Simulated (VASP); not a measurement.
Input of a VASP 6.6.1 run:

The input INCAR:

```
ALGO = Normal
EDIFF = 1E-7
EDIFFG = -0.002
ENCUT = 350
GGA = CA
IBRION = 2
ISIF = 3
ISMEAR = 0
LASPH = T
LCHARG = F
LREAL = F
LWAVE = F
NELM = 80
NSW = 80
PREC = Accurate
SIGMA = 0.02
```

Contents of KPOINTS:

```
k-points
0
Gamma
  6 6 6
```

Contents of POSCAR:

```
GaAs                                    
1.0
   -0.0000000000      2.8030710624      2.8030710624
    2.8030710624      0.0000000000      2.8030710624
    2.8030710624      2.8030710624      0.0000000000
  Ga              As            
     1     1
Direct
     0.0000000000000000    0.0000000000000000    0.0000000000000000
     0.2500000000000000    0.2500000000000000    0.2500000000000000
```

Potentials or basis: VASP PAW LDA potentials, release 64 (Ga_d, As).

The run is started by

```sh
$ cat potpaw_LDA.64/Ga_d/POTCAR potpaw_LDA.64/As/POTCAR > POTCAR
$ mpirun -np 1 vasp_std > vasp.out
```

Problem. Estimate the band gap on the k mesh.

Solution. 0.52 eV, direct.

Problem. What does it give for the relaxed volume?

Solution. 22.03 Å³/atom.

Problem. Predict the relaxed cell.

Solution. a = 3.965 Å, b = 3.965 Å, c = 3.965 Å, α = 60.00°, β = 60.00°, γ = 60.00°.

Final structure:
```
Ga As
1.0
     0.00000    2.80339    2.80339
     2.80339    0.00000    2.80339
     2.80339    2.80339    0.00000
Ga As
1 1
Direct
  0.00000 0.00000 0.00000
  0.25000 0.25000 0.25000
```

Caveat: the cutoff is under 1.25 times the usual one of these potentials, so pressure, stress and relaxed cells hold a basis-set (Pulay) error. A k mesh can miss the band edges.
